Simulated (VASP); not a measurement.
Given:

```
CELL_PARAMETERS angstrom
      1.80710    -3.12998     0.00000
      1.80710     3.12998     0.00000
      0.00000     0.00000     5.83043
ATOMIC_POSITIONS crystal
  Hf 0.00000 0.00000 0.00000
  S  0.33333 0.66667 0.24926
  S  0.66667 0.33333 0.75074
```

The numbers are results of rev-vdW-DF2, VASP's PBE PAW potentials (set 64) (plane waves; VASP), not measurements. Run with 520 eV cut-off, 8×8×5 Γ-centred mesh, tetrahedra with Blöchl corrections, potentials Hf_pv S.

The cores are frozen, which limits the accuracy of field gradients.

Problem. Give the principal components of the electric field gradient (V/Å²) and the asymmetry η at each nucleus.

Solution. 
| atom | Vxx | Vyy | Vzz | η |
|---|---|---|---|---|
| Hf1 | 15.6 | 15.6 | -31.1 | 0.00 |
| S2 | 0.6 | 0.6 | -1.1 | 0.00 |
| S3 | 0.6 | 0.6 | -1.1 | 0.00 |

The compound is HfS2 in the 1T layered structure. It was relaxed first.
